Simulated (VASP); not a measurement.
The input files of a VASP run:

**KPOINTS**
```
Automatic mesh
0
Gamma
13 13 6
0 0 0
```

**POSCAR**
```
Cd
1
    1.4900000000    -2.5807560000     0.0000000000
    1.4900000000     2.5807560000     0.0000000000
    0.0000000000     0.0000000000     5.6200000000
Cd
2
Direct
  0.3333330000   0.6666670000   0.2500000000
  0.6666670000   0.3333330000   0.7500000000
```

**INCAR**
```
# general
SYSTEM   =  Cd
PREC     =  Accurate
ENCUT    =  400   # plane-wave cut-off (eV)
LREAL    =  F   # projection in real space or not
LASPH    =  T   # aspherical one-centre terms

# electronic loop
EDIFF    =  1E-6
NELM     =  100   # most electronic steps
ALGO     =  Normal   # blocked Davidson
IMIX     =  1
AMIX     =  1.0
BMIX     =  1.0
LMAXMIX  =  4   # l cut-off of mixed one-centre charges

# smearing
ISMEAR   =  1
SIGMA    =  0.1   # width (eV)

# functional
GGA      =  PE   # PBE

# ions
ISIF     =  2

# output
LWAVE    =  F
LCHARG   =  F
```

POTCAR, in this order: Cd (PBE.64 set). Program: vasp_std.

Q: Translate this PBE calculation to Quantum ESPRESSO's pw.x.

A: One equivalent input (not run):
```
&CONTROL
  calculation = 'scf'
  pseudo_dir = './pseudo'
  outdir = './out'
  tprnfor = .true.
  tstress = .true.
/
&SYSTEM
  ibrav = 0
  nat = 2
  ntyp = 1
  ecutwfc = 102
  occupations = 'smearing'
  smearing = 'methfessel-paxton'
  degauss = 0.00735
  input_dft = 'pbe'
/
&ELECTRONS
  conv_thr = 7.3e-08
  electron_maxstep = 100
/
ATOMIC_SPECIES
  Cd 112.414 Cd.upf
CELL_PARAMETERS angstrom
     1.4900000   -2.5807560    0.0000000
     1.4900000    2.5807560    0.0000000
     0.0000000    0.0000000    5.6200000
ATOMIC_POSITIONS crystal
  Cd   0.3333330  0.6666670  0.2500000
  Cd   0.6666670  0.3333330  0.7500000
K_POINTS automatic
  13 13 6 0 0 0
```
Limits of the translation: the potentials are each code's own (VASP's PAW set, PseudoDojo norm-conserving files in pw.x), so ENCUT and ecutwfc are chosen apart and not converted; conv_thr bounds pw.x's estimated SCF error, while EDIFF bounds the energy change between steps.

The compound is Cd in the hcp structure. The cell was not relaxed at this level. The run is one of a series of settings (AMIX = 1.0, BMIX = 1.0, IMIX = 1 against the base run), some of them coarse on purpose.
